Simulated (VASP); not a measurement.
Computed with LDA (Ceperley-Alder, Perdew-Zunger), VASP's LDA PAW potentials (set 64) (plane waves; VASP).

VASP input:

**INCAR**
```
# general
SYSTEM   =  SnO
PREC     =  Accurate
ENCUT    =  620
LREAL    =  .FALSE.
LASPH    =  .TRUE.

# electronic loop
EDIFF    =  1E-6
NELM     =  100
ALGO     =  Normal
LMAXMIX  =  4

# smearing
ISMEAR   =  1
SIGMA    =  0.1

# ions
IBRION   =  2
NSW      =  40
ISIF     =  3
EDIFFG   =  -0.02
PSTRESS  =  50

# output
LWAVE    =  .FALSE.
LCHARG   =  .FALSE.
```

**KPOINTS**
```
Automatic mesh
0
Gamma
8 8 7
0 0 0
```

POSCAR:
```
SnO
1.0
  3.7700667854   0.0000000000   0.0000000000
  0.0000000000   3.7700667854   0.0000000000
  0.0000000000   0.0000000000   4.6399606626
Sn O
2 2
Cartesian
  1.8850333927   0.0000000000   3.4911796007
  0.0000000000   1.8850333927   1.1487810619
  1.8850333927   1.8850333927   0.0000000000
  0.0000000000   0.0000000000   0.0000000000
```

POTCAR, in this order: Sn_d O (LDA.64 set). Program: vasp_std.

**Question.** What will the output report for the number of irreducible k-points (NKPTS), largest plane-wave count, number of space-group operations, FFT grid (NGX, NGY, NGZ)?

**Answer.** 
```json
{
  "number of irreducible k-points (NKPTS)": "60",
  "largest_plane_wave_count": "2332",
  "number_of_space_group_operations": "16",
  "FFT grid (NGX, NGY, NGZ)": "32 × 32 × 40"
}
```

The compound is SnO in the litharge structure. This run relaxes it under an external pressure of 5 GPa. Symmetry was kept, so distortions that lower it aren't found.
